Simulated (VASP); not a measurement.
VASP runs on Mo (bcc) share one base input (PBE GGA, plane waves, VASP's PBE PAW potentials (set 64)) and change the settings named in each case.

**POSCAR**
```
Mo
3.150
 -0.5000000000   0.5000000000   0.5000000000
  0.5000000000  -0.5000000000   0.5000000000
  0.5000000000   0.5000000000  -0.5000000000
Mo
1
Cartesian
  0.0000000000   0.0000000000   0.0000000000
```

### INCAR
```
LASPH = T   # aspherical one-centre terms
SYSTEM = Mo
ISIF = 2   # forces and stress, cell fixed
ISMEAR = 1   # Methfessel-Paxton
GGA = PE   # PBE
PREC = Accurate
SIGMA = 0.1   # width (eV)
LREAL = F
ENCUT = 400   # plane-wave cut-off (eV)
EDIFF = 1E-6   # SCF stop (eV)
LWAVE = F
ALGO = Normal   # blocked Davidson
LMAXMIX = 4   # l cut-off of mixed one-centre charges
NELM = 100
LCHARG = F
```

**KPOINTS**
```
Automatic mesh
0
Gamma
15 15 15
0 0 0
```

POTCAR, in this order: Mo_sv (PBE.64 set). Program: vasp_std.

| change | E(σ→0) (eV/atom) | pressure (GPa) | plane waves |
|---|---|---|---|
| base run | -10.9283 | 2.61 | 321 |
| ENCUT = 350 | -10.9259 | 2.01 | 241 |
| ENCUT = 475 | -10.9301 | 3.55 | 379 |
| ENCUT = 525 | -10.9301 | 3.55 | 438 |
| ENCUT = 550 | -10.9300 | 3.50 | 472 |
| ENCUT = 625 | -10.9303 | 3.47 | 570 |
| ENCUT = 725 | -10.9305 | 3.58 | 712 |

Left out are runs that ran out of time, are held back, or changed the cell or the kind of run, fixed moments of cells without a moment, rows past the twelfth, gaps on odd meshes, pressures of charged cells and columns that move by less than the noise.

The compound is Mo in the bcc structure. The cell was not relaxed at this level.
